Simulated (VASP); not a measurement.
# AlSiGeN: structure and properties in VASP, part 6 of 6

Aim: relax AlSiGeN, then compute properties on the relaxed cell. The cell is invented: it takes the structure of a Materials Project entry for AlSiCN (space group 156 there), with some of its atoms replaced by other elements, volume scaled by an estimate. It may not be a known or stable phase.

VASP 6.6.1, plane waves and PAW; the level of theory is named at each step.

So far. Step 7 (Bands along the symmetry lines (r2SCAN)): At these settings, which differ from those of the relaxation, the cell is under a pressure of 1.7 GPa. Step 8 (Vibrations at Γ (PBEsol + D4)): The three acoustic modes lie within 0.8 cm⁻¹ of zero, and all others are real. By the characters of their eigenvectors the optical modes sort into (cm⁻¹) Raman active: E 86, A1 340, A1 378, E 391, E 440, A1 707; infrared active: E 86, A1 340, A1 378, E 391, E 440, A1 707.

### Step 10. Elastic tensor by finite strains (PBEsol + D4)

Level of this step: PBEsol with D4; plane waves and PAW (Ge_d, Si, Al, N); invented cell (VASP).

IBRION = 6 with ISIF = 3 strains the cell both ways at fixed fractional positions, and adds the ions' share afterwards from the force constants. Stress converges slowly with the basis, so the cutoff is raised.

INCAR reads:

```
SYSTEM = AlSiGeN
PREC = Accurate
ENCUT = 560
EDIFF = 1E-07
NELM = 100
ISMEAR = 0
SIGMA = 0.05
LREAL = .FALSE.
ALGO = Normal
GGA = PS
IVDW = 13
LORBIT = 11
LWAVE = .FALSE.
LCHARG = .FALSE.
KPAR = 2
IBRION = 6
NFREE = 2
POTIM = 0.015
ISIF = 3
NSW = 1
```

POSCAR reads:

```
AlSiGeN
1.0
    3.4936646150     -0.0000000340      0.0000000000
   -1.7468328718      3.0256021432      0.0000000000
    0.0000000000      0.0000000000      5.7798579390
Ge Si Al N
1 1 1 1
Direct
    0.6666666700      0.3333333300      0.1248462710
    0.0000000000      0.0000000000      0.9429116601
    0.6666666700      0.3333333300      0.5528121568
    0.0000000000      0.0000000000      0.6294299119
```

KPOINTS reads:

```
Automatic mesh
0
Gamma
7 7 4
0 0 0
```

PAW data sets: Ge_d, Si, Al and N (PBE family, release 64).

Run with:

```
> mpirun -np 2 vasp_std
```

Output:

```text
[... set-up lines as in an earlier step ...]
 entering main loop
       N       E                     dE             d eps       ncg     rms          rms(c)
DAV:   1     0.175086503603E+03    0.17509E+03   -0.13260E+04   996   0.295E+03
DAV:   2    -0.216044680587E-01   -0.17511E+03   -0.17126E+03  1016   0.558E+02
DAV:   3    -0.258628613589E+02   -0.25841E+02   -0.25282E+02  1193   0.144E+02
DAV:   4    -0.267231213237E+02   -0.86026E+00   -0.85885E+00  1216   0.281E+01
[...]
DAV:  13    -0.245367353026E+02   -0.61470E-06   -0.23427E-05  1331   0.307E-02    0.624E-03
DAV:  14    -0.245367348468E+02    0.45580E-06   -0.28361E-06  1121   0.128E-02    0.313E-03
DAV:  15    -0.245367347712E+02    0.75582E-07   -0.79898E-07  1230   0.606E-03
   1 F= -.25264540E+02 E0= -.25264269E+02  d E =-.541409E-03
 Found     8 degrees of freedom:
 Adding 6 more for cell shape distortion
 Finite differences POTIM= 0.01500 DOF=  14
 -----------------------------------------------------------------------------
|                                                                             |
|     EEEEEEE  RRRRRR   RRRRRR   OOOOOOO  RRRRRR      ###     ###     ###     |
|     E        R     R  R     R  O     O  R     R     ###     ###     ###     |
|     E        R     R  R     R  O     O  R     R     ###     ###     ###     |
|     EEEEE    RRRRRR   RRRRRR   O     O  RRRRRR       #       #       #      |
|     E        R   R    R   R    O     O  R   R                               |
|     E        R    R   R    R   O     O  R    R      ###     ###     ###     |
|     EEEEEEE  R     R  R     R  OOOOOOO  R     R     ###     ###     ###     |
|                                                                             |
|     RE_READ_KPOINTS: the new IBZ does not contain all k-points of the       |
|     original IBZ.                                                           |
|                                                                             |
|     ... try setting KBLOWUP=.FALSE.                                         |
|     ... as a last resort: switch off symmetry                               |
|                                                                             |
|       ---->  I REFUSE TO CONTINUE WITH THIS SICK JOB ... BYE!!! <----       |
|                                                                             |
 -----------------------------------------------------------------------------

1
1
```

It took 10 s on 2 MPI ranks of Intel Xeon 6975P-C (Granite Rapids), shared host.

The run ended with an error.

VASP's message: “RE_READ_KPOINTS: the new IBZ does not contain all k-points of the original IBZ.”. No number of this run is used.

### Step 11. Total and projected DOS (PBEsol + D4), changed input

Here the states are counted by energy and projected on the atoms. The mesh is finer than in the run before. Some settings are moved from the usual, to see what they do.

INCAR reads:

```
SYSTEM = AlSiGeN
PREC = Accurate
ENCUT = 520
EDIFF = 1E-06
NELM = 100
ISMEAR = -5
SIGMA = 0.05
LREAL = .FALSE.
ALGO = Normal
GGA = PS
IVDW = 13
LORBIT = 11
LWAVE = .FALSE.
LCHARG = .FALSE.
KPAR = 2
NEDOS = 2001
NELMIN = 8
NELECT = 26.02
```

POSCAR is that of step 10.

KPOINTS reads:

```
Automatic mesh
0
Gamma
11 11 6
0 0 0
```

Run with:

```
> mpirun -np 2 vasp_std
```

Output:

```text
[... set-up lines as in an earlier step ...]
 entering main loop
       N       E                     dE             d eps       ncg     rms          rms(c)
DAV:   1     0.165950570629E+03    0.16595E+03   -0.12928E+04  3039   0.285E+03
DAV:   2    -0.207422510031E+01   -0.16802E+03   -0.16480E+03  3113   0.536E+02
DAV:   3    -0.257706886922E+02   -0.23696E+02   -0.23413E+02  3500   0.138E+02
DAV:   4    -0.265882114179E+02   -0.81752E+00   -0.81543E+00  3633   0.272E+01
DAV:   5    -0.266037810434E+02   -0.15570E-01   -0.15566E-01  3911   0.404E+00BRMIX: very serious problems
 the old and the new charge density differ
 old charge density:    26.00000 new   26.02000
BRMIX: very serious problems
 the old and the new charge density differ
 old charge density:    26.00000 new   26.02000
    0.930E+00
DAV:   6    -0.245604268087E+02    0.20434E+01   -0.10882E+01  3162   0.164E+01    0.471E+00
DAV:   7    -0.244300011603E+02    0.13043E+00   -0.89664E-01  3659   0.690E+00    0.254E+00
DAV:   8    -0.243938606947E+02    0.36140E-01   -0.22134E-01  3931   0.336E+00    0.549E-01
DAV:   9    -0.243869751229E+02    0.68856E-02   -0.57884E-02  3761   0.162E+00    0.226E-01
DAV:  10    -0.243866292253E+02    0.34590E-03   -0.54466E-03  3255   0.495E-01    0.822E-02
DAV:  11    -0.243866517242E+02   -0.22499E-04   -0.50855E-04  3668   0.183E-01    0.397E-02
DAV:  12    -0.243866747231E+02   -0.22999E-04   -0.44429E-05  3465   0.433E-02    0.836E-03
DAV:  13    -0.243866818374E+02   -0.71143E-05   -0.80871E-06  3717   0.240E-02    0.446E-03
DAV:  14    -0.243866813832E+02    0.45421E-06   -0.20522E-06  2164   0.947E-03
   1 F= -.25114486E+02 E0= -.25114486E+02  d E =0.000000E+00
 [... a notice as in an earlier step ...]
```

The job ended after 19 s (2 MPI ranks; peak memory 0.5 GiB; 36 s of CPU time).

Parts of OUTCAR (step 11):

```text
NELECT = 26.02

 ion  position               nearest neighbor table
   1  0.667  0.333  0.125-   2 2.27   2 2.27   2 2.27   3 2.47
   2  0.000  0.000  0.943-   4 1.81   1 2.27   1 2.27   1 2.27   3 3.03   3 3.03   3 3.03
   3  0.667  0.333  0.553-   4 2.07   4 2.07   4 2.07   1 2.47   2 3.03   2 3.03   2 3.03
   4  0.000  0.000  0.629-   2 1.81   3 2.07   3 2.07   3 2.07

 E-fermi :   7.6684

 k-point     1 :       0.0000    0.0000    0.0000
  band No.  band energies     occupation
    ...
      9       2.8957      2.00000
     10       2.8957      2.00000
     11       5.0806      2.00000
     12       6.1529      2.00000
     13       8.0594      0.62222
     14       8.0594      0.00000
     15      11.1633      0.00000
     16      11.1633      0.00000
     17      11.7159      0.00000

  DFT-D4 for vdW energy calculation

  Edisp (eV):   -0.72780

  Total       0.27307     0.27307     0.20155    -0.00000    -0.00000     0.00000
  in kB       7.16089     7.16089     5.28546    -0.00000    -0.00000     0.00000
  external pressure =        6.54 kB  Pullay stress =        0.00 kB

 POSITION                                       TOTAL-FORCE (eV/Angst)
 -----------------------------------------------------------------------------------
      1.74683      1.00853      0.72159         0.000000      0.000000      0.002784
      0.00000      0.00000      5.44990        -0.000000      0.000000     -0.019372
      1.74683      1.00853      3.19518         0.000000      0.000000      0.005466
      0.00000      0.00000      3.63802         0.000000     -0.000000      0.011122
 -----------------------------------------------------------------------------------
    total drift:                               -0.000007      0.000005     -0.000185

  FREE ENERGIE OF THE ION-ELECTRON SYSTEM (eV)
  ---------------------------------------------------
  free  energy   TOTEN  =       -25.1144862423 eV

  energy  without entropy=      -25.1144862423  energy(sigma->0) =      -25.11448624

[... 7 parts as in an earlier step ...]

[... 9 further parts left out ...]
```

The run converged; its settings lie outside those of the reference runs, so its numbers are set aside.

Settings moved from the usual: NELMIN = 8 and NELECT = 26.02.

NELECT differs from the neutral count, so the cell is charged against a uniform background: another system, not a numerical setting. NELMIN acts on the way to self-consistency or on speed; a fully converged result doesn't depend on them, though slow mixing can meet EDIFF with the stress still off.

### Step 12. What came out

* relaxed volume: 15.27 Å³/atom
* relaxed conventional cell a, b, c: 3.494, 3.494, 5.780 Å; angles 90.0, 90.0, 120.0°
* space group after relaxing, within 0.02 Å: P3m1 (No. 156)
* band gap: none, a metal
* DOS at the Fermi level: 0.381 states/eV/cell
* band gap (r2SCAN): none, a metal
* highest zone-centre mode: 707 cm⁻¹

In words: With PBEsol + D4, AlSiGeN relaxes to 15.27 Å³/atom in space group P3m1 (held by the symmetry of the run) and comes out as a metal. Not obtained: elastic tensor by finite strains (PBEsol + D4), because the run crashed. Band structure (PBEsol + D4): Of the bands kept, 3 cross the Fermi level on this path. Bands along the symmetry lines (r2SCAN): Of the bands kept, 3 cross the Fermi level on this path. Vibrations at Γ (PBEsol + D4): The highest mode in this list at Γ, 706.6 cm⁻¹, has its largest share on N (62 % of the kinetic energy). The other levels ran on the cell relaxed with PBEsol + D4, and without spin-orbit coupling unless named. Spin-orbit coupling is left out; it would split some degenerate bands. The k-sampling is coarse for a metal, so the Fermi level, pressures and the shape of the cell carry errors. Modes at Γ alone can't show that the crystal is stable at other wave vectors. No search among competing phases was made. All values are for a static lattice at zero temperature.

[Lines on the potential files, build, host, timing and source positions are cut from VASP's logs without a mark.]

[Logs are printed without paths, hosts, clocks, repeated set-up lines and the standing remarks that a program may print on its own settings, such as how far it seeks lower states.]

[Hosts, paths, dates, database ids (printed as entryN), source tags and the programs' standing remarks are cut or masked in the printed files.]

[A measured line is paired with the nearest computed mode of its activity, which favours agreement.]
